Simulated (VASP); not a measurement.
Level of theory: PBE GGA, VASP's PBE PAW potentials (set 64) (plane waves; VASP 6.6.1).

VASP input:

POSCAR:
```
NaF
1
    0.0000000000     2.3150000000     2.3150000000
    2.3150000000     0.0000000000     2.3150000000
    2.3150000000     2.3150000000     0.0000000000
Na F
1 1
Direct
  0.0000000000   0.0000000000   0.0000000000
  0.5000000000   0.5000000000   0.5000000000
```

KPOINTS:
```
Automatic mesh
0
Gamma
10 10 10
0 0 0
```

INCAR:
```
# general
SYSTEM = NaF
PREC   = Accurate
ENCUT  = 520
LREAL  = .FALSE.   # projection in real space or not
LASPH  = .TRUE.   # aspherical one-centre terms

# electronic loop
EDIFF  = 1E-6
NELM   = 100
ALGO   = Normal

# smearing
ISMEAR = 0   # Gaussian
SIGMA  = 0.05   # width (eV)

# functional
GGA    = PE   # PBE

# ions
ISIF   = 2

# output
LWAVE  = .FALSE.
LCHARG = .FALSE.
```

POTCAR, in this order: Na_pv F (PBE.64 set). Program: vasp_std.

The resulting files:

File OSZICAR:
```
       N       E                     dE             d eps       ncg     rms          rms(c)
DAV:   1     0.110182967866E+03    0.11018E+03   -0.82473E+03  1060   0.154E+03
DAV:   2    -0.331496052624E+01   -0.11350E+03   -0.10555E+03  1110   0.365E+02
DAV:   3    -0.939790884426E+01   -0.60829E+01   -0.60651E+01  1184   0.863E+01
DAV:   4    -0.945510215573E+01   -0.57193E-01   -0.57184E-01  1157   0.916E+00
DAV:   5    -0.945573464473E+01   -0.63249E-03   -0.63248E-03  1175   0.970E-01    0.542E+00
DAV:   6    -0.856877187505E+01    0.88696E+00   -0.38302E+00  1251   0.189E+01    0.184E+00
DAV:   7    -0.855843690491E+01    0.10335E-01   -0.28822E-02  1046   0.255E+00    0.104E+00
DAV:   8    -0.855979184451E+01   -0.13549E-02   -0.28015E-02  1037   0.423E+00    0.119E-01
DAV:   9    -0.856062370611E+01   -0.83186E-03   -0.38194E-03  1160   0.672E-01    0.841E-02
DAV:  10    -0.856054858530E+01    0.75121E-04   -0.49177E-04  1106   0.321E-01    0.112E-02
DAV:  11    -0.856054663632E+01    0.19490E-05   -0.15038E-05  1172   0.751E-02    0.331E-03
DAV:  12    -0.856054685495E+01   -0.21863E-06   -0.11796E-06  1061   0.185E-02
   1 F= -.85605469E+01 E0= -.85605469E+01  d E =-.148009E-11
```

### OUTCAR
```
------------------------ aborting loop because EDIFF is reached ----------------------------------------
  FORCE on cell =-STRESS in cart. coord.  units (eV):
  Direction    XX          YY          ZZ          XY          YZ          ZX
  --------------------------------------------------------------------------------------
  Total        0.3335422      0.3335422      0.3335422      0.0000000     -0.0000000      0.0000000
  in kB       21.5366615     21.5366615     21.5366615      0.0000000     -0.0000000      0.0000000
  external PRESSURE =      21.5366615 kB  Pullay stress =       0.0000000 kB
  volume of cell :       24.81
      direct lattice vectors                 reciprocal lattice vectors
     0.000000000  2.315000000  2.315000000    -0.215982721  0.215982721  0.215982721
     2.315000000  0.000000000  2.315000000     0.215982721 -0.215982721  0.215982721
     2.315000000  2.315000000  0.000000000     0.215982721  0.215982721 -0.215982721
  FREE ENERGIE OF THE ION-ELECTRON SYSTEM (eV)
  ---------------------------------------------------
  free  energy   TOTEN  =        -8.5605468549 eV

  energy  without entropy=       -8.5605468549  energy(sigma->0) =       -8.56054685
```
(Selected blocks of OUTCAR.)

OUTCAR:
```
 val. band max:       -2.0731173221   @ k =   0.0000   0.0000   0.0000

 cond. band min:       4.2401554402   @ k =   0.0000   0.0000   0.0000


 Fermi energy:        -1.8614486311

 k-point     1 :       0.0000    0.0000    0.0000
  band No.  band energies     occupation
      1     -21.2504      2.00000
      2     -21.0120      2.00000
      3     -21.0120      2.00000
      4     -21.0120      2.00000
      5      -2.0731      2.00000
      6      -2.0731      2.00000
      7      -2.0731      2.00000
      8       4.2402      0.00000
      9      16.9219      0.00000
     10      16.9219      0.00000
     11      16.9219      0.00000

 k-point     2 :       0.1000    0.0000    0.0000
  band No.  band energies     occupation
      1     -21.4002      2.00000
      2     -21.0132      2.00000
      3     -21.0132      2.00000
      4     -20.8495      2.00000
      5      -2.2703      2.00000
      6      -2.0981      2.00000
      7      -2.0981      2.00000
      8       4.5986      0.00000
      9      15.6421      0.00000
     10      17.0785      0.00000
     11      17.0785      0.00000

 k-point     3 :       0.2000    0.0000    0.0000
  band No.  band energies     occupation
      1     -21.5951      2.00000
      2     -21.0162      2.00000
      3     -21.0162      2.00000
      4     -20.6196      2.00000
      5      -2.7243      2.00000
      6      -2.1629      2.00000
      7      -2.1629      2.00000
      8       5.5225      0.00000
      9      13.8840      0.00000
     10      17.4721      0.00000
     11      17.4721      0.00000

 k-point     4 :       0.3000    0.0000    0.0000
  band No.  band energies     occupation
      1     -21.7489      2.00000
      2     -21.0200      2.00000
      3     -21.0200      2.00000
      4     -20.4217      2.00000
      5      -3.2020      2.00000
      6      -2.2418      2.00000
      7      -2.2418      2.00000
      8       6.7347      0.00000
      9      12.3788      0.00000
...
```

The compound is NaF in the rock salt structure. The cell was not relaxed at this level. The run is one of a series of settings (KPOINTS 10×10×10 Γ-centred mesh against the base run), some of them coarse on purpose.
